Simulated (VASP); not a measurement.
# What spin-orbit coupling changes in WC (Qusongite), part 2 of 3

Aim: run bands, DOS and a relaxation of WC (Qusongite) twice, without and with spin-orbit coupling. All runs use r2SCAN. Left out of this account: 1 further run (fields: a reference on another mesh). The start is a cell from a database of measured crystal structures.

VASP 6.6.1, plane waves and PAW; the level of theory is named at each step.

So far. Step 2 (Bands along the symmetry lines (r2SCAN)): There is no gap at this level.

### Step 3. Bands along the symmetry lines (r2SCAN + SOC)

This step: r2SCAN, spin-orbit coupling; plane waves and PAW (W, C) (VASP 6.6.1).

The mesh alone shows little of the dispersion and can miss band extrema, so KPOINTS_OPT adds a path through the symmetry points after the self-consistent cycle. Spin-orbit coupling needs spinors and the noncollinear program, where each band holds one electron.

INCAR

```
SYSTEM = WC
PREC = Accurate
ENCUT = 520
EDIFF = 1E-06
NELM = 100
ISMEAR = -1
SIGMA = 0.05
LREAL = .FALSE.
ALGO = Normal
METAGGA = R2SCAN
LASPH = .TRUE.
LNONCOLLINEAR = .TRUE.
MAGMOM = 0 0 0 0 0 0
NBANDS = 22
GGA_COMPAT = .FALSE.
LSORBIT = .TRUE.
LMAXMIX = 4
LORBIT = 11
LWAVE = .FALSE.
LCHARG = .FALSE.
KPAR = 2
```

POSCAR

```
WC
1.0
    2.9065000000      0.0000000000      0.0000000000
   -1.4532500000      2.5171028361      0.0000000000
    0.0000000000      0.0000000000      2.8366000000
W C
1 1
Direct
    0.0000000000      0.0000000000      0.0000000000
    0.6666666667      0.3333333333      0.5000000000
```

KPOINTS

```
Automatic mesh
0
Gamma
13 13 12
0 0 0
```

KPOINTS_OPT

```
Line mode
16
Line-mode
Reciprocal
  0.00000000   0.00000000   0.00000000 GAMMA
  0.50000000   0.00000000   0.00000000 M

  0.50000000   0.00000000   0.00000000 M
  0.33333333   0.33333333   0.00000000 K

  0.33333333   0.33333333   0.00000000 K
  0.00000000   0.00000000   0.00000000 GAMMA

  0.00000000   0.00000000   0.00000000 GAMMA
  0.00000000   0.00000000   0.50000000 A

  0.00000000   0.00000000   0.50000000 A
  0.50000000   0.00000000   0.50000000 L

  0.50000000   0.00000000   0.50000000 L
  0.33333333   0.33333333   0.50000000 H

  0.33333333   0.33333333   0.50000000 H
  0.00000000   0.00000000   0.50000000 A

  0.50000000   0.00000000   0.50000000 L
  0.50000000   0.00000000   0.00000000 M

  0.33333333   0.33333333   0.00000000 K
  0.33333333   0.33333333   0.50000000 H
```

The projector-augmented-wave data sets are W and C (PBE family, release 64).

Run with:

```console
$ mpirun -np 2 vasp_ncl
```

Output:

```text
[banner, memory and clock lines left out]
running    2 mpi-ranks, on    1 nodes
 distrk:  each k-point on    1 cores,    2 groups
 distr:  one band on    1 cores,    1 groups

 POSCAR found type information on POSCAR W C
 POSCAR found :  2 types and       2 ions
 [... a notice as in an earlier step ...]

 LDA part: xc-table for (None), standard interpolation
 POSCAR, INCAR and KPOINTS ok, starting setup
 FFT: planning ... GRIDC
 FFT: planning ... GRID_SOFT
 FFT: planning ... GRID
 WAVECAR not read
 entering main loop
       N       E                     dE             d eps       ncg     rms          rms(c)
DAV:   1    -0.605479238149E+01   -0.60548E+01   -0.47784E+03 10788   0.871E+02
DAV:   2    -0.621350230373E+02   -0.56080E+02   -0.52761E+02 12640   0.236E+02
DAV:   3    -0.649126694615E+02   -0.27776E+01   -0.27334E+01 13782   0.440E+01
DAV:   4    -0.649384087195E+02   -0.25739E-01   -0.25726E-01 11716   0.517E+00
DAV:   5    -0.649385701367E+02   -0.16142E-03   -0.16141E-03 13464   0.393E-01    0.315E+01
DAV:   6    -0.618500060004E+02    0.30886E+01   -0.39390E+00 15022   0.202E+01    0.102E+01
DAV:   7    -0.619295975995E+02   -0.79592E-01   -0.56144E-01 11878   0.712E+00    0.871E+00
DAV:   8    -0.619180426802E+02    0.11555E-01   -0.56339E-02 12118   0.195E+00    0.236E+00
DAV:   9    -0.619164866146E+02    0.15561E-02   -0.13993E-03 13176   0.351E-01    0.102E+00
DAV:  10    -0.619154751592E+02    0.10115E-02   -0.16477E-03 11826   0.335E-01    0.435E-01
DAV:  11    -0.619155664576E+02   -0.91298E-04   -0.12442E-04 11782   0.987E-02    0.996E-03
DAV:  12    -0.619155680247E+02   -0.15670E-05   -0.26666E-06 12848   0.136E-02    0.479E-03
DAV:  13    -0.619155678554E+02    0.16927E-06   -0.27791E-07  7340   0.599E-03
   1 F= -.61915568E+02 E0= -.61914407E+02  d E =-.232249E-02  mag=    -0.0000     0.0000     0.0000
 Start KPOINTS_OPT (optional k-point list driver)
k-point batch [1-144\144]
       N       E                     dE             ncg
DAV:   1     0.125458264142E+05   -0.36245E+05     6336
DAV:   2     0.451754781007E+04   -0.80283E+04     7568
DAV:   3     0.415834333446E+04   -0.35920E+03     7968
DAV:   4     0.415550242085E+04   -0.28409E+01     7160
DAV:   5     0.415548173669E+04   -0.20684E-01     7778
DAV:   6     0.415548149513E+04   -0.24156E-03     7260
DAV:   7     0.415548149159E+04   -0.35364E-05     6614
DAV:   8     0.415548149140E+04   -0.19679E-06     5454
```

It took 6 min on 2 MPI ranks of Intel Xeon Platinum 8488C (Sapphire Rapids), shared host; peak memory 0.82 GiB; 12 min of CPU time.

OUTCAR, selected parts (step 3):

```text
The static configuration has the point symmetry D_3h.

 Found    245 irreducible k-points:

   k-points           NKPTS =    245   k-points in BZ     NKDIM =    245   number of bands    NBANDS=     22

   NELECT =      10.0000    total number of electrons

 E-fermi :   8.1916

 k-point     1 :       0.0000    0.0000    0.0000
  band No.  band energies     occupation
    ...
      4       3.6825      1.00000
      5       4.5327      1.00000
      6       4.5327      1.00000
      7       4.8429      1.00000
      8       4.8429      1.00000
      9       8.3054      0.09314
     10       8.3054      0.09314
     11      11.3208      0.00000
     12      11.3208      0.00000
     13      11.7154      0.00000
    ...

 k-point     2 :       0.0769    0.0000    0.0000
  band No.  band energies     occupation
    ...
      6       4.4105      1.00000
      7       4.8934      1.00000
      8       4.8934      1.00000
      9       7.8171      0.99944
     10       7.8171      0.99944
     11      11.4103      0.00000
     12      11.4103      0.00000
     13      12.1098      0.00000
     14      12.1098      0.00000
     15      13.7958      0.00000
    ...

  Total        0.0476955      0.0476955     -0.1037995      0.0000000     -0.0000000     -0.0000000
  in kB        3.6822920      3.6822920     -8.0137646      0.0000000     -0.0000000     -0.0000000
  external PRESSURE =      -0.2163935 kB  Pullay stress =       0.0000000 kB

 POSITION                                       TOTAL-FORCE (eV/Angst)
 -----------------------------------------------------------------------------------
      0.00000      0.00000      0.00000        -0.000000      0.000000      0.000000
      1.45325      0.83903      1.41830         0.000000     -0.000000      0.000000
 -----------------------------------------------------------------------------------
    total drift:                               -0.000000      0.000000      0.000000

  FREE ENERGIE OF THE ION-ELECTRON SYSTEM (eV)
  ---------------------------------------------------
  free  energy   TOTEN  =       -61.9155678554 eV

  energy  without entropy=      -61.9132453703  energy(sigma->0) =      -61.91440661

 Spin-Orbit-Coupling matrix elements
 Ion:    1  E_soc:     -0.3506287
 Ion:    2  E_soc:     -0.0002790

 total charge
# of ion       s       p       d       tot
------------------------------------------
    1        0.614   0.898   4.360   5.872
    2        0.872   1.565   0.000   2.437
--------------------------------------------------
tot          1.486   2.463   4.360   8.309

 magnetization (x)
# of ion       s       p       d       tot
------------------------------------------
    1        0.000   0.000  -0.000  -0.000
    2        0.000   0.000   0.000   0.000
--------------------------------------------------
tot          0.000   0.000  -0.000  -0.000

 magnetization (y)
# of ion       s       p       d       tot
------------------------------------------
    1        0.000   0.000  -0.000  -0.000
    2        0.000   0.000   0.000   0.000
--------------------------------------------------
tot          0.000   0.000  -0.000  -0.000

 magnetization (z)
# of ion       s       p       d       tot
------------------------------------------
    1        0.000   0.000   0.000   0.000
    2        0.000   0.000   0.000   0.000
--------------------------------------------------
tot          0.000   0.000   0.000   0.000

[... 6 parts as in an earlier step ...]

[... 6 further parts left out ...]
```

Numbers from this step:

```
SCF cycles              : 13
bands                   : 22
irreducible k-points    : 245
free energy (TOTEN)     : -61.9156 eV
energy at zero smearing : -61.9144 eV
Fermi energy            : 8.192 eV
pressure                : -0.02164 GPa
```

On-site spin-orbit energy by atom:

| atom | on-site spin-orbit energy (eV) |
| --- | --- |
| W1 | -0.351 |
| C2 | 0.000 |

The electronic bands at the labelled points (eV, zero at the Fermi level; # counts the bands kept, so #1 is VASP's band 3):

| point | #5 | #6 | #7 | #8 | #9 | #10 | #11 | #12 |
| --- | --- | --- | --- | --- | --- | --- | --- | --- |
| Γ | -3.35 | -3.35 | 0.11 | 0.11 | 3.13 | 3.13 | 3.52 | 3.52 |
| 0.53 of the way | -2.59 | -2.59 | -1.93 | -1.93 | 2.80 | 2.80 | 3.84 | 3.84 |
| M | -3.71 | -3.71 | -0.48 | -0.48 | 2.41 | 2.41 | 4.53 | 4.53 |
| 0.53 of the way | -3.72 | -3.63 | -0.21 | -0.05 | 1.20 | 1.42 | 3.16 | 3.31 |
| K | -3.68 | -3.54 | 0.45 | 0.77 | 0.80 | 1.22 | 2.17 | 2.25 |
| 0.53 of the way | -2.60 | -2.55 | -2.14 | -2.04 | 2.40 | 2.56 | 3.53 | 3.74 |
| Γ | -3.35 | -3.35 | 0.11 | 0.11 | 3.13 | 3.13 | 3.52 | 3.52 |
| 0.53 of the way | -2.67 | -2.67 | 0.24 | 0.42 | 0.42 | 0.79 | 1.30 | 1.30 |
| A | -2.06 | -2.06 | -0.89 | -0.89 | -0.32 | -0.32 | 3.73 | 3.73 |
| 0.47 of the way | -3.17 | -3.17 | -1.88 | -1.88 | 1.19 | 1.19 | 4.76 | 4.76 |
| L | -4.42 | -4.42 | 0.18 | 0.18 | 4.49 | 4.49 | 5.34 | 5.34 |
| 0.53 of the way | -2.47 | -2.37 | -0.64 | -0.47 | 4.88 | 4.89 | 5.98 | 6.52 |
| H | -1.92 | -1.74 | -0.83 | -0.62 | 4.43 | 4.51 | 6.54 | 6.80 |
| 0.53 of the way | -2.65 | -2.56 | -2.18 | -2.04 | 1.86 | 2.04 | 4.76 | 5.01 |
| A | -2.06 | -2.06 | -0.89 | -0.89 | -0.32 | -0.32 | 3.73 | 3.73 |
| jump to L | -4.42 | -4.42 | 0.18 | 0.18 | 4.49 | 4.49 | 5.34 | 5.34 |
| 0.53 of the way | -2.95 | -2.90 | -1.35 | -1.11 | 3.60 | 3.90 | 4.23 | 4.37 |
| M | -3.71 | -3.71 | -0.48 | -0.48 | 2.41 | 2.41 | 4.53 | 4.53 |
| jump to K | -3.68 | -3.54 | 0.45 | 0.77 | 0.80 | 1.22 | 2.17 | 2.25 |
| 0.47 of the way | -4.76 | -4.68 | -0.95 | -0.83 | 2.97 | 2.98 | 5.09 | 5.33 |
| H | -1.92 | -1.74 | -0.83 | -0.62 | 4.43 | 4.51 | 6.54 | 6.80 |

Of the projections kept (W, C), the largest for each band there; the rest of the weight can lie on other orbitals:

| point | #5 | #6 | #7 | #8 | #9 | #10 | #11 | #12 |
| --- | --- | --- | --- | --- | --- | --- | --- | --- |
| Γ | W 0.76 | W 0.76 | C 0.73 | C 0.73 | W 1.00 | W 1.00 | W 0.99 | W 0.99 |
| M | W 0.92 | W 0.92 | C 0.66 | C 0.66 | W 1.00 | W 1.00 | W 0.94 | W 0.94 |
| K | W 0.66 | W 0.65 | W 0.99 | W 0.74 | W 1.00 | W 0.76 | W 0.84 | W 0.85 |
| Γ | W 0.76 | W 0.76 | C 0.73 | C 0.73 | W 1.00 | W 1.00 | W 0.99 | W 0.99 |
| A | W 0.71 | W 0.71 | W 0.98 | W 0.98 | W 1.00 | W 1.00 | W 0.77 | W 0.77 |
| L | W 0.53 | W 0.53 | W 0.83 | W 0.83 | W 1.00 | W 1.00 | W 0.99 | W 0.99 |

There is no gap at this level. Without the coupling there was no gap either. The run took 6.2 times the core time, with 22 spinor bands against 17.

Of the bands kept, 4 cross the Fermi level on this path (spinor bands, one electron each).

### Step 4. Total and projected DOS (r2SCAN)

This step: r2SCAN; plane waves and PAW (W, C) (VASP 6.6.1).

Here the states are counted by energy and projected on the atoms.

INCAR

```
SYSTEM = WC
PREC = Accurate
ENCUT = 520
EDIFF = 1E-06
NELM = 100
ISMEAR = -5
SIGMA = 0.05
LREAL = .FALSE.
ALGO = Normal
METAGGA = R2SCAN
LASPH = .TRUE.
NBANDS = 17
LORBIT = 11
LWAVE = .FALSE.
LCHARG = .FALSE.
KPAR = 2
NEDOS = 2001
```

POSCAR is that of step 3.

KPOINTS is that of step 3.

Run with:

```console
$ mpirun -np 2 vasp_std
```

Output:

```text
[... set-up lines as in an earlier step ...]
 entering main loop
       N       E                     dE             d eps       ncg     rms          rms(c)
DAV:   1    -0.167819904875E+02   -0.16782E+02   -0.48367E+03  4998   0.553E+02
DAV:   2    -0.634651706576E+02   -0.46683E+02   -0.43604E+02  6406   0.149E+02
DAV:   3    -0.647884091512E+02   -0.13232E+01   -0.13166E+01  6227   0.206E+01
DAV:   4    -0.647924569183E+02   -0.40478E-02   -0.40479E-02  6357   0.137E+00
DAV:   5    -0.647924699769E+02   -0.13059E-04   -0.13060E-04  6285   0.735E-02    0.313E+01
DAV:   6    -0.616907078809E+02    0.31018E+01   -0.86341E+00  6496   0.131E+01    0.113E+01
DAV:   7    -0.617538938973E+02   -0.63186E-01   -0.49537E-01  6817   0.396E+00    0.813E+00
DAV:   8    -0.617447880169E+02    0.91059E-02   -0.53729E-02  7456   0.128E+00    0.240E+00
DAV:   9    -0.617413105001E+02    0.34775E-02   -0.47956E-03  7118   0.423E-01    0.577E-01
DAV:  10    -0.617415759623E+02   -0.26546E-03   -0.26865E-04  5917   0.101E-01    0.292E-02
DAV:  11    -0.617415602754E+02    0.15687E-04   -0.16479E-05  7110   0.215E-02    0.698E-03
DAV:  12    -0.617415602019E+02    0.73440E-07   -0.10026E-06  4686   0.831E-03
   1 F= -.61741560E+02 E0= -.61741560E+02  d E =0.000000E+00
 -----------------------------------------------------------------------------
|                                                                             |
|           W    W    AA    RRRRR   N    N  II  N    N   GGGG   !!!           |
|           W    W   A  A   R    R  NN   N  II  NN   N  G    G  !!!           |
|           W    W  A    A  R    R  N N  N  II  N N  N  G       !!!           |
|           W WW W  AAAAAA  RRRRR   N  N N  II  N  N N  G  GGG   !            |
|           WW  WW  A    A  R   R   N   NN  II  N   NN  G    G                |
|           W    W  A    A  R    R  N    N  II  N    N   GGGG   !!!           |
|                                                                             |
|     Tetrahedron method does not include variations of the Fermi             |
|     occupations, so forces and stress will be inaccurate. We suggest        |
|     using a different smearing scheme ISMEAR = 1 or 2 for metals in         |
|     relaxations.                                                            |
|                                                                             |
 -----------------------------------------------------------------------------
```

The job ended after 42 s (2 MPI ranks; peak memory 0.35 GiB).

From OUTCAR (step 4):

```text
The static configuration has the point symmetry D_3h.

 Found    147 irreducible k-points:

   NELECT =      10.0000    total number of electrons

 E-fermi :   8.1240

 k-point     1 :       0.0000    0.0000    0.0000
  band No.  band energies     occupation
      1      -7.0449      2.00000
      2       3.6878      2.00000
      3       4.6952      2.00000
      4       4.6952      2.00000
      5       8.3380      0.86142
      6      11.5104      0.00000
      7      11.5104      0.00000
      8      14.1604      0.00000
      9      14.1604      0.00000
     10      15.1305      0.00000
    ...

 k-point     2 :       0.0769    0.0000    0.0000
  band No.  band energies     occupation
      1      -6.8921      2.00000
      2       3.7405      2.00000
      3       4.4713      2.00000
      4       4.8465      2.00000
      5       7.8441      2.01755
      6      11.4531      0.00000
      7      12.0613      0.00000
      8      13.8212      0.00000
      9      14.0428      0.00000
     10      15.6185      0.00000
    ...

  Total        0.0811806      0.0811806     -0.0491346      0.0000000     -0.0000000      0.0000000
  in kB        6.2674892      6.2674892     -3.7934029      0.0000000     -0.0000000      0.0000000
  external PRESSURE =       2.9138585 kB  Pullay stress =       0.0000000 kB

 POSITION                                       TOTAL-FORCE (eV/Angst)
 -----------------------------------------------------------------------------------
      0.00000      0.00000      0.00000        -0.000000     -0.000000      0.000000
      1.45325      0.83903      1.41830         0.000000      0.000000      0.000000
 -----------------------------------------------------------------------------------
    total drift:                                0.000000     -0.000000      0.000000

  FREE ENERGIE OF THE ION-ELECTRON SYSTEM (eV)
  ---------------------------------------------------
  free  energy   TOTEN  =       -61.7415602019 eV

  energy  without entropy=      -61.7415602019  energy(sigma->0) =      -61.74156020

 total charge
# of ion       s       p       d       tot
------------------------------------------
    1        0.615   0.893   4.366   5.874
    2        0.872   1.567   0.000   2.438
--------------------------------------------------
tot          1.487   2.460   4.366   8.312

[... 8 parts as in an earlier step ...]

[... 5 further parts left out ...]
```

With tetrahedra the forces and stress of a metal are not exact derivatives of the energy.

This step gave:

```
SCF cycles             : 12
bands                  : 17
irreducible k-points   : 147
free energy (TOTEN)    : -61.7416 eV
Fermi energy           : 8.124 eV
pressure               : 0.2914 GPa
DOS at the Fermi level : 0.2494 states/eV/cell
```

The density of states has structure finer than the step of the table below, so its rows give means over 1 eV, whole bins alone (the curve runs from -12.0 to 7.94 eV). Peaks (eV: height): total -11.7: 3.57, -2.6: 2.20, -1.5: 2.08, 4.3: 2.05; W d -11.7: 0.977, -2.6: 1.12, -1.5: 1.39, 4.3: 1.42; C p -6.7: 0.400, -4.2: 0.376, -2.6: 0.544, 6.2: 0.269; W p -11.7: 0.274, -4.2: 0.176, -3.4: 0.174, -0.8: 0.172; W s -11.8: 0.117, -6.8: 0.266, -4.2: 0.0612, 7.0: 0.0519.

States under -12.0 eV and over 7.9 eV are left out. The density of states by energy, zero at the Fermi level; means over each step; values in states/eV/cell:

| energy (eV) | total | W d | C p | W p | W s | C s |
| --- | --- | --- | --- | --- | --- | --- |
| -11 | 0.152 | 0.0301 | 3.3e-4 | 0.0204 | 0.00417 | 0.0669 |
| -10 | 0 | 0 | 0 | 0 | 0 | 0 |
| -9 | 0.00425 | 8.1e-4 | 7.3e-4 | 1.4e-4 | 0.00183 | 8.7e-5 |
| -8 | 0.0590 | 0.0126 | 0.0107 | 0.00372 | 0.0213 | 0.00132 |
| -7 | 1.06 | 0.415 | 0.210 | 0.0720 | 0.157 | 0.0150 |
| -6 | 0.805 | 0.354 | 0.163 | 0.0631 | 0.0727 | 0.0139 |
| -5 | 0.748 | 0.359 | 0.162 | 0.0591 | 0.0328 | 0.00970 |
| -4 | 1.36 | 0.680 | 0.286 | 0.120 | 0.0421 | 0.0138 |
| -3 | 1.73 | 0.846 | 0.412 | 0.161 | 0.0211 | 0.00627 |
| -2 | 0.821 | 0.474 | 0.143 | 0.0713 | 0.0144 | 0.00181 |
| -1 | 1.22 | 0.746 | 0.140 | 0.139 | 0.0216 | 0.00370 |
| 0 | 0.270 | 0.178 | 0.0273 | 0.0285 | 0.00340 | 7.2e-4 |
| 1 | 0.251 | 0.224 | 0.00528 | 0.00368 | 9.4e-4 | 2.3e-4 |
| 2 | 0.670 | 0.567 | 0.0263 | 0.0157 | 0.00366 | 0.00328 |
| 3 | 0.698 | 0.530 | 0.0588 | 0.0215 | 0.00998 | 0.00706 |
| 4 | 1.46 | 0.986 | 0.181 | 0.0379 | 0.0284 | 0.0348 |
| 5 | 1.22 | 0.913 | 0.112 | 0.0287 | 0.0141 | 0.0303 |
| 6 | 1.30 | 0.750 | 0.205 | 0.0418 | 0.0188 | 0.0860 |
| 7 | 1.12 | 0.579 | 0.215 | 0.0449 | 0.0372 | 0.0627 |

Of the states within 0.3 eV of the Fermi level, the largest shares in the PAW spheres are W d 67 %, W p 10 % and C p 10 %. The rest lies in smaller channels or between the spheres.

(Part 2 of 3 ends here.)

[Lines on the potential files, build, host, timing and source positions are cut from VASP's logs without a mark.]

[Logs are printed without paths, hosts, clocks, repeated set-up lines and the standing remarks that a program may print on its own settings, such as how far it seeks lower states.]

[Hosts, paths, dates, database ids (printed as entryN), source tags and the programs' standing remarks are cut or masked in the printed files.]

[A measured line is paired with the nearest computed mode of its activity, which favours agreement.]
